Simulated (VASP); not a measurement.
# What spin-orbit coupling changes in NbCd3, part 2 of 4

Aim: run bands, DOS and a relaxation of NbCd3 twice, without and with spin-orbit coupling. All runs use LDA. Left out of this account: 1 further run (self-consistent run: a reference on another mesh). The start is a cell from a database of measured crystal structures.

VASP 6.6.1, plane waves and PAW; the level of theory is named at each step.

Still holding for the runs below: This run has no spin polarisation. Its electron count is odd, so without a moment it is a metal by construction. The k-mesh is coarse for a metal.

So far. Step 2 (Band structure (LDA)): There is no gap at this level.

## Step 3: Bands along the symmetry lines (LDA + SOC)

This step: LDA, spin-orbit coupling; plane waves and PAW (Nb_sv, Cd) (VASP 6.6.1).

The mesh alone shows little of the dispersion and can miss band extrema, so KPOINTS_OPT adds a path through the symmetry points after the self-consistent cycle. Spin-orbit coupling needs spinors and the noncollinear program, where each band holds one electron.

INCAR

```
SYSTEM = NbCd3
PREC = Accurate
ENCUT = 400
EDIFF = 1E-06
NELM = 100
ISMEAR = -1
SIGMA = 0.05
LREAL = .FALSE.
ALGO = Normal
GGA = CA
LNONCOLLINEAR = .TRUE.
MAGMOM = 0 0 0 0 0 0 0 0 0 0 0 0
NBANDS = 60
GGA_COMPAT = .FALSE.
LASPH = .TRUE.
LSORBIT = .TRUE.
LMAXMIX = 4
LORBIT = 11
LWAVE = .FALSE.
LCHARG = .FALSE.
KPAR = 4
```

POSCAR

```
NbCd3
1.0
    4.2150000000      0.0000000000      0.0000000000
    0.0000000000      4.2150000000      0.0000000000
    0.0000000000      0.0000000000      4.2150000000
Nb Cd
1 3
Direct
    0.0000000000      0.0000000000      0.0000000000
    0.0000000000      0.5000000000      0.5000000000
    0.5000000000      0.0000000000      0.5000000000
    0.5000000000      0.5000000000      0.0000000000
```

KPOINTS

```
Automatic mesh
0
Gamma
6 6 6
0 0 0
```

KPOINTS_OPT

```
Line mode
16
Line-mode
Reciprocal
  0.00000000   0.00000000   0.00000000 GAMMA
  0.00000000   0.50000000   0.00000000 X

  0.00000000   0.50000000   0.00000000 X
  0.50000000   0.50000000   0.00000000 M

  0.50000000   0.50000000   0.00000000 M
  0.00000000   0.00000000   0.00000000 GAMMA

  0.00000000   0.00000000   0.00000000 GAMMA
  0.50000000   0.50000000   0.50000000 R

  0.50000000   0.50000000   0.50000000 R
  0.00000000   0.50000000   0.00000000 X

  0.50000000   0.50000000   0.00000000 M
  0.50000000   0.50000000   0.50000000 R
```

The projector-augmented-wave data sets are Nb_sv and Cd (LDA family, release 64).

Launch:

```
> mpirun -np 4 vasp_ncl
```

The log of the run:

```text
[... set-up lines as in an earlier step ...]
 entering main loop
       N       E                     dE             d eps       ncg     rms          rms(c)
DAV:   1     0.444594331984E+03    0.44459E+03   -0.22807E+04  2400   0.141E+03
DAV:   2     0.726519932870E+01   -0.43733E+03   -0.42533E+03  2620   0.494E+02
DAV:   3    -0.151649307086E+02   -0.22430E+02   -0.21741E+02  3368   0.106E+02
DAV:   4    -0.164888422917E+02   -0.13239E+01   -0.13066E+01  4012   0.207E+01
DAV:   5    -0.165465377038E+02   -0.57695E-01   -0.57612E-01  3524   0.322E+00    0.108E+01
DAV:   6    -0.157874157684E+02    0.75912E+00   -0.19634E+00  3152   0.126E+01    0.675E+00
DAV:   7    -0.156861910119E+02    0.10122E+00   -0.28186E-01  3024   0.378E+00    0.406E+00
DAV:   8    -0.156656062893E+02    0.20585E-01   -0.71255E-02  3088   0.242E+00    0.762E-01
DAV:   9    -0.156640506106E+02    0.15557E-02   -0.50116E-03  3736   0.577E-01    0.274E-01
DAV:  10    -0.156640047258E+02    0.45885E-04   -0.45283E-04  3344   0.141E-01    0.138E-01
DAV:  11    -0.156639791214E+02    0.25604E-04   -0.10768E-04  3024   0.802E-02    0.258E-02
DAV:  12    -0.156639790859E+02    0.35545E-07   -0.13698E-05  2720   0.338E-02    0.555E-03
DAV:  13    -0.156639790669E+02    0.18974E-07   -0.20635E-06  2328   0.142E-02
   1 F= -.15663979E+02 E0= -.15653885E+02  d E =-.201878E-01  mag=     0.0000     0.0000     0.0000
 Start KPOINTS_OPT (optional k-point list driver)
k-point batch [1-20\96]
       N       E                     dE             ncg
DAV:   1     0.273106370642E+04   -0.62717E+04     2400
DAV:   2    -0.603947786981E+04   -0.87705E+04     2560
DAV:   3    -0.653090595400E+04   -0.49143E+03     3428
DAV:   4    -0.655773693499E+04   -0.26831E+02     3864
DAV:   5    -0.655930554981E+04   -0.15686E+01     3592
DAV:   6    -0.655933105568E+04   -0.25506E-01     3680
DAV:   7    -0.655933187527E+04   -0.81959E-03     3240
DAV:   8    -0.655933193753E+04   -0.62256E-04     2824
DAV:   9    -0.655933194125E+04   -0.37234E-05     1940
DAV:  10    -0.655933194161E+04   -0.36034E-06     1600
[...]
k-point batch [81-96\96]
       N       E                     dE             ncg
DAV:   1     0.558052953186E+04   -0.20956E+05     1928
DAV:   2    -0.145291781310E+04   -0.70334E+04     2124
DAV:   3    -0.179102542815E+04   -0.33811E+03     2632
DAV:   4    -0.180934498728E+04   -0.18320E+02     3288
DAV:   5    -0.180984657215E+04   -0.50158E+00     2724
DAV:   6    -0.180985767461E+04   -0.11102E-01     3080
DAV:   7    -0.180985782478E+04   -0.15017E-03     2716
DAV:   8    -0.180985782988E+04   -0.51016E-05     2280
DAV:   9    -0.180985783018E+04   -0.30059E-06     1576
```

It took 51 s on 4 MPI ranks of AMD EPYC 9R45, shared host; peak memory 1.2 GiB.

From OUTCAR (step 3):

```text
The static configuration has the point symmetry O_h .

 Found     20 irreducible k-points:

   k-points           NKPTS =     20   k-points in BZ     NKDIM =     20   number of bands    NBANDS=     60

   NELECT =      49.0000    total number of electrons

 E-fermi :   5.0705

 k-point     1 :       0.0000    0.0000    0.0000
  band No.  band energies     occupation
    ...
     40      -2.3158      1.00000
     41       4.1163      1.00000
     42       4.1163      1.00000
     43       4.1163      1.00000
     44       4.1163      1.00000
     45       5.2086      0.05940
     46       5.2086      0.05940
     47       5.2086      0.05940
     48       5.2086      0.05940
     49       5.2989      0.01028
    ...

 k-point     2 :       0.1667    0.0000    0.0000
  band No.  band energies     occupation
    ...
     44       4.1424      1.00000
     45       4.8208      0.99327
     46       4.8208      0.99327
     47       4.8804      0.97818
     48       4.8804      0.97818
     49       5.5571      0.00006
     50       5.5571      0.00006
     51       6.3275      0.00000
     52       6.3275      0.00000
     53       6.9098      0.00000
    ...

  Total       -1.2326859     -1.2326859     -1.2326859      0.0000000      0.0000000     -0.0000000
  in kB      -26.3736524    -26.3736524    -26.3736524      0.0000000      0.0000000     -0.0000000
  external PRESSURE =     -26.3736524 kB  Pullay stress =       0.0000000 kB

  FREE ENERGIE OF THE ION-ELECTRON SYSTEM (eV)
  ---------------------------------------------------
  free  energy   TOTEN  =       -15.6639790669 eV

  energy  without entropy=      -15.6437912359  energy(sigma->0) =      -15.65388515

 Spin-Orbit-Coupling matrix elements
 Ion:    1  E_soc:     -0.1843095
 Ion:    2  E_soc:     -0.0685299
 Ion:    3  E_soc:     -0.0685299
 Ion:    4  E_soc:     -0.0685299

 total charge
# of ion       s       p       d       tot
------------------------------------------
    1        2.125   5.968   2.493  10.586
    2        0.561   0.430   9.455  10.446
    3        0.561   0.430   9.455  10.446
    4        0.561   0.430   9.455  10.446
--------------------------------------------------
tot          3.808   7.259  30.858  41.925

 magnetization (x)
# of ion       s       p       d       tot
------------------------------------------
    1       -0.000  -0.000  -0.000  -0.000
    2        0.000   0.000  -0.000   0.000
    3        0.000   0.000  -0.000  -0.000
    4        0.000  -0.000   0.000   0.000
--------------------------------------------------
tot          0.000  -0.000  -0.000  -0.000

 magnetization (y)
# of ion       s       p       d       tot
------------------------------------------
    1       -0.000  -0.000  -0.000  -0.000
    2        0.000   0.000   0.000   0.000
    3        0.000   0.000  -0.000   0.000
    4       -0.000  -0.000  -0.000  -0.000
--------------------------------------------------
tot         -0.000   0.000  -0.000  -0.000

 magnetization (z)
# of ion       s       p       d       tot
------------------------------------------
    1        0.000  -0.000  -0.000  -0.000
    2        0.000   0.000  -0.000   0.000
    3       -0.000   0.000   0.000  -0.000
    4       -0.000  -0.000  -0.000  -0.000
--------------------------------------------------
tot          0.000   0.000  -0.000  -0.000

[... 8 parts as in an earlier step ...]

[... 5 further parts left out ...]
```

Numbers from this step:

```
SCF cycles              : 13
bands                   : 60
free energy (TOTEN)     : -15.66 eV
energy at zero smearing : -15.65 eV
Fermi energy            : 5.071 eV
pressure                : -2.637 GPa
```

On-site spin-orbit energy by atom:

```csv
atom,on-site spin-orbit energy (eV)
Nb1,-0.184
Cd2,-0.069
Cd3,-0.069
Cd4,-0.069
```

Electronic bands along the path, in eV, zero at the Fermi level; # counts the bands kept, so #1 is VASP's band 17:

```csv
point,#29,#30,#31,#32,#33,#34,#35,#36
Γ,0.14,0.14,0.14,0.14,0.23,0.23,1.25,1.25
0.47 of the way,-0.47,-0.47,-0.41,-0.41,0.63,0.63,1.24,1.24
X,-0.90,-0.90,-0.82,-0.82,1.01,1.01,1.20,1.20
0.47 of the way,-1.19,-1.19,-0.67,-0.67,0.34,0.34,1.12,1.12
M,-3.19,-3.19,-0.36,-0.36,-0.33,-0.33,1.10,1.10
0.47 of the way,-0.73,-0.73,-0.42,-0.42,0.31,0.31,1.17,1.17
Γ,0.14,0.14,0.14,0.14,0.23,0.23,1.25,1.25
0.47 of the way,-2.16,-2.16,-0.39,-0.39,-0.37,-0.37,2.04,2.04
R,-2.42,-2.42,-1.22,-1.22,-1.22,-1.22,-1.19,-1.19
0.47 of the way,-1.15,-1.15,-1.06,-1.06,-0.84,-0.84,1.26,1.26
X,-0.90,-0.90,-0.82,-0.82,1.01,1.01,1.20,1.20
jump to M,-3.19,-3.19,-0.36,-0.36,-0.33,-0.33,1.10,1.10
0.47 of the way,-2.51,-2.51,-0.60,-0.60,-0.59,-0.59,0.59,0.59
R,-2.42,-2.42,-1.22,-1.22,-1.22,-1.22,-1.19,-1.19
```

Of the projections kept (Nb, Cd), the largest for each band there; the rest of the weight can lie on other orbitals:

```csv
point,#29,#30,#31,#32,#33,#34,#35,#36
Γ,Cd 0.91,Cd 0.91,Cd 0.91,Cd 0.91,Cd 0.89,Cd 0.89,Nb 0.90,Nb 0.90
X,Nb 0.74,Nb 0.74,Nb 0.77,Nb 0.77,Nb 0.96,Nb 0.96,Nb 0.91,Nb 0.91
M,Cd 0.51,Cd 0.51,Nb 0.82,Nb 0.82,Nb 0.82,Nb 0.82,Nb 0.98,Nb 0.98
Γ,Cd 0.91,Cd 0.91,Cd 0.91,Cd 0.91,Cd 0.89,Cd 0.89,Nb 0.90,Nb 0.90
R,Cd 0.68,Cd 0.68,Cd 0.83,Cd 0.83,Cd 0.83,Cd 0.83,Cd 0.82,Cd 0.82
X,Nb 0.74,Nb 0.74,Nb 0.77,Nb 0.77,Nb 0.96,Nb 0.96,Nb 0.91,Nb 0.91
```

There is no gap at this level. Without the coupling there was no gap either. The run took 4.2 times the core time, with 60 spinor bands against 38.

Of the bands kept, 8 cross the Fermi level on this path (spinor bands, one electron each).

## Step 4: Density of states (LDA)

This step: LDA; plane waves and PAW (Nb_sv, Cd) (VASP 6.6.1).

Here the states are counted by energy and projected on the atoms.

INCAR

```
SYSTEM = NbCd3
PREC = Accurate
ENCUT = 400
EDIFF = 1E-06
NELM = 100
ISMEAR = -5
SIGMA = 0.05
LREAL = .FALSE.
ALGO = Normal
GGA = CA
NBANDS = 38
LASPH = .TRUE.
LORBIT = 11
LWAVE = .FALSE.
LCHARG = .FALSE.
KPAR = 4
NEDOS = 2001
```

POSCAR is that of step 3.

KPOINTS is that of step 3.

Launch:

```
> mpirun -np 4 vasp_std
```

The log of the run:

```text
[... set-up lines as in an earlier step ...]
 entering main loop
       N       E                     dE             d eps       ncg     rms          rms(c)
DAV:   1     0.419024196652E+03    0.41902E+03   -0.21570E+04  1520   0.109E+03
DAV:   2     0.111140273395E+00   -0.41891E+03   -0.39930E+03  1644   0.389E+02
DAV:   3    -0.157739542907E+02   -0.15885E+02   -0.15541E+02  2070   0.796E+01
DAV:   4    -0.163352190668E+02   -0.56126E+00   -0.55509E+00  2268   0.116E+01
DAV:   5    -0.163432623833E+02   -0.80433E-02   -0.80495E-02  1924   0.128E+00    0.101E+01
DAV:   6    -0.155829953174E+02    0.76027E+00   -0.13286E+00  2046   0.989E+00    0.631E+00
DAV:   7    -0.154830378378E+02    0.99957E-01   -0.17741E-01  1762   0.283E+00    0.383E+00
DAV:   8    -0.154634652911E+02    0.19573E-01   -0.56795E-02  2098   0.192E+00    0.685E-01
DAV:   9    -0.154602572465E+02    0.32080E-02   -0.65313E-03  1972   0.628E-01    0.194E-01
DAV:  10    -0.154600559335E+02    0.20131E-03   -0.83885E-04  1808   0.186E-01    0.539E-02
DAV:  11    -0.154600657530E+02   -0.98195E-05   -0.49889E-05  1844   0.515E-02    0.199E-02
DAV:  12    -0.154600764868E+02   -0.10734E-04   -0.57060E-06  1946   0.155E-02    0.688E-03
DAV:  13    -0.154600763813E+02    0.10545E-06   -0.40060E-07  1074   0.412E-03
   1 F= -.15460076E+02 E0= -.15460076E+02  d E =0.000000E+00
 -----------------------------------------------------------------------------
|                                                                             |
|           W    W    AA    RRRRR   N    N  II  N    N   GGGG   !!!           |
|           W    W   A  A   R    R  NN   N  II  NN   N  G    G  !!!           |
|           W    W  A    A  R    R  N N  N  II  N N  N  G       !!!           |
|           W WW W  AAAAAA  RRRRR   N  N N  II  N  N N  G  GGG   !            |
|           WW  WW  A    A  R   R   N   NN  II  N   NN  G    G                |
|           W    W  A    A  R    R  N    N  II  N    N   GGGG   !!!           |
|                                                                             |
|     Tetrahedron method does not include variations of the Fermi             |
|     occupations, so forces and stress will be inaccurate. We suggest        |
|     using a different smearing scheme ISMEAR = 1 or 2 for metals in         |
|     relaxations.                                                            |
|                                                                             |
 -----------------------------------------------------------------------------
```

It took 4 s on 4 MPI ranks; peak memory 0.53 GiB; 14 s of CPU time.

From OUTCAR (step 4):

```text
The static configuration has the point symmetry O_h .

 Found     20 irreducible k-points:

   NELECT =      49.0000    total number of electrons

 E-fermi :   5.0437

 k-point     1 :       0.0000    0.0000    0.0000
  band No.  band energies     occupation
    ...
     20      -2.4585      2.00000
     21       4.1138      2.00000
     22       4.1138      2.00000
     23       5.2507      1.43399
     24       5.2507      0.54307
     25       5.2507      0.00000
     26       6.3483      0.00000
     27       6.3483      0.00000
     28       6.3483      0.00000
     29      10.6555      0.00000
    ...

 k-point     2 :       0.1667    0.0000    0.0000
  band No.  band energies     occupation
    ...
     20      -2.4584      2.00000
     21       2.8444      2.00000
     22       4.1408      2.00000
     23       4.8575      1.98313
     24       4.8575      2.00519
     25       5.5632      0.00000
     26       6.3270      0.00000
     27       6.9490      0.00000
     28       6.9490      0.00000
     29       9.9110      0.00000
    ...

  Total       -1.2217630     -1.2217630     -1.2217630      0.0000000      0.0000000     -0.0000000
  in kB      -26.1399535    -26.1399535    -26.1399535      0.0000000      0.0000000     -0.0000000
  external PRESSURE =     -26.1399535 kB  Pullay stress =       0.0000000 kB

  FREE ENERGIE OF THE ION-ELECTRON SYSTEM (eV)
  ---------------------------------------------------
  free  energy   TOTEN  =       -15.4600763813 eV

  energy  without entropy=      -15.4600763813  energy(sigma->0) =      -15.46007638

 total charge
# of ion       s       p       d       tot
------------------------------------------
    1        2.125   5.968   2.491  10.584
    2        0.561   0.430   9.454  10.445
    3        0.561   0.430   9.454  10.445
    4        0.561   0.430   9.454  10.445
--------------------------------------------------
tot          3.809   7.257  30.854  41.920

[... 9 parts as in an earlier step ...]

[... 5 further parts left out ...]
```

With tetrahedra the forces and stress of a metal are not exact derivatives of the energy.

Numbers from this step:

```yaml
bands: 38
free_energy_toten: -15.46 eV
fermi_energy: 5.044 eV
pressure: -2.614 GPa
dos_at_the_fermi_level: 1.681 states/eV/cell
```

The density of states has structure finer than the step of the table below, so its rows give means over 0.5 eV, whole bins alone (the curve runs from -12.0 to 4.29 eV). Peaks (eV: height): total -9.03: 21.7, -8.73: 19.8, -8.35: 28.2, -8.20: 32.5; Nb d -0.71: 2.18, 1.19: 4.58, 1.79: 1.40, 4.06: 0.866; Cd p -0.71: 0.706, 1.19: 0.256, 2.25: 0.303, 4.06: 0.249; Cd s -8.43: 0.483, -6.16: 0.273, -2.52: 0.518, 4.06: 0.732; Cd d -9.03: 19.2, -8.73: 18.0, -8.35: 26.2, -8.20: 30.4.

States under -12.0 eV and over 4.3 eV are left out. The density of states by energy, zero at the Fermi level; means over each step; values in states/eV/cell:

```csv
energy (eV),total,Nb d,Cd p,Cd s,Cd d
-10.0,5.3e-5,0,0,0,4.5e-5
-9.5,3.35,0.00704,0.00716,0.0418,2.93
-9.0,17.7,0.0545,0.0563,0.143,15.7
-8.5,20.2,0.0755,0.0589,0.162,18.4
-8.0,15.4,0.0230,0.0437,0.103,14.4
-7.5,4.07,0.00154,0.0156,0.122,3.66
-7.0,0.619,0.00449,0.0232,0.164,0.155
-6.5,0.721,0.0106,0.0374,0.221,0.0913
-6.0,0.839,0.0238,0.0560,0.258,0.0754
-5.5,0.760,0.0344,0.0661,0.216,0.0533
-5.0,0.596,0.0286,0.0619,0.148,0.0417
-4.5,0.709,0.0349,0.0792,0.157,0.0530
-4.0,1.05,0.0619,0.121,0.220,0.0826
-3.5,1.05,0.0780,0.117,0.222,0.0900
-3.0,0.924,0.0818,0.0839,0.219,0.0963
-2.5,1.88,0.267,0.151,0.433,0.205
-2.0,1.73,0.334,0.198,0.261,0.140
-1.5,2.09,0.578,0.267,0.161,0.136
-1.0,3.70,1.28,0.527,0.0717,0.186
-0.5,3.68,1.58,0.481,0.0226,0.166
0.0,1.76,0.888,0.175,0.0158,0.0893
0.5,1.45,0.816,0.106,0.0118,0.0809
1.0,2.38,1.52,0.113,0.0158,0.0760
1.5,2.34,1.40,0.147,0.0175,0.0977
2.0,2.71,1.25,0.265,0.0501,0.184
2.5,2.33,0.925,0.268,0.0977,0.156
3.0,1.41,0.492,0.176,0.121,0.0865
3.5,0.696,0.214,0.0962,0.0764,0.0409
4.0,2.29,0.592,0.190,0.523,0.135
```

Of the states within 0.3 eV of the Fermi level, the largest shares in the PAW spheres are Nb d 50 %, Cd p 10 % and Cd d 5 %. The rest lies in smaller channels or between the spheres.

(Part 2 of 4 ends here.)

[Lines on the potential files, build, host, timing and source positions are cut from VASP's logs without a mark.]

[Logs are printed without paths, hosts, clocks, repeated set-up lines and the standing remarks that a program may print on its own settings, such as how far it seeks lower states.]

[Hosts, paths, dates, database ids (printed as entryN), source tags and the programs' standing remarks are cut or masked in the printed files.]

[A measured line is paired with the nearest computed mode of its activity, which favours agreement.]
